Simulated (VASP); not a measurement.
Input:

```
CELL_PARAMETERS angstrom
      0.00000     3.02940     3.02940
      3.02940     0.00000     3.02940
      3.02940     3.02940     0.00000
ATOMIC_POSITIONS crystal
  Pb 0.00000 0.00000 0.00000
  S  0.50000 0.50000 0.50000
```

Computed with PBE GGA, VASP's PBE PAW potentials (set 64) (plane waves; VASP 6.6.1). Numerical set-up: 400 eV cut-off, 4×4×4 Monkhorst-Pack mesh, Gaussian smearing of 0.050 eV, potentials Pb_d S.

**Question.** Give the stress tensor in GPa (positive for a compressed cell).

**Answer.** 
```
-1.43   0.00   0.00
 0.00  -1.43   0.00
 0.00   0.00  -1.43
```
The pressure is its mean diagonal, -1.43 GPa.

The compound is PbS in the rock salt structure. The cell was not relaxed at this level. The k-mesh is coarse (spacing up to 0.45 per Å, 2π included), so the numbers may not be converged in it. The run is one of a series of settings (KPOINTS 4×4×4 Monkhorst-Pack mesh against the base run), some of them coarse on purpose.
